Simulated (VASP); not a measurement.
Crystal: AgB2.

```
CELL_PARAMETERS angstrom
3.00000 0.00000 0.00000
-1.50000 2.59808 0.00000
0.00000 0.00000 3.24000
ATOMIC_POSITIONS crystal
Ag 0.00000 0.00000 0.00000
B 0.66667 0.33333 0.50000
B 0.33333 0.66667 0.50000
```

* Program: VASP 6.6.1
* Task: relaxation of cell and atoms
* Functional: PBE
* Potentials or basis: VASP PAW PBE potentials, release 64 (Ag, B)
* Cutoff: 600 eV
* k mesh: 10 × 10 × 8
* Occupations: fermi-dirac, width 0.05 eV
* Spin: no spin polarisation

At the start: pressure 53.9 GPa; volume 8.42 Å³/atom.

**Question.** Where does the relaxation end?

**Answer.** Over 9 steps the energy falls by 435.4 meV/atom and the volume is 10.72 Å³/atom (+27.3 %); space group P6/mmm (No. 191, to 0.05 Å).

Step by step:
```csv
step,energy change (eV),largest force (eV/Å),pressure (GPa),volume (Å³)
1,0.0000,0.0000,53.87,25.25
2,-0.6576,0.0000,-19.63,37.00
3,-0.9734,0.0000,-3.40,31.76
4,-1.2028,0.0000,-1.00,31.64
5,-1.2332,0.0000,8.35,31.08
6,-1.2971,0.0000,2.95,31.41
7,-1.2978,0.0000,3.54,31.37
8,-1.3042,0.0000,-1.70,32.55
9,-1.3063,0.0000,0.05,32.15
```

Final structure:
```
CELL_PARAMETERS angstrom
3.01743 0.00000 0.00000
-1.50872 2.61317 0.00000
0.00000 0.00000 4.07680
ATOMIC_POSITIONS crystal
Ag 0.00000 0.00000 0.00000
B 0.66667 0.33333 0.50000
B 0.33333 0.66667 0.50000
```

Caveat: the volume moved by over 15 % at a fixed basis, so the end points are rough.
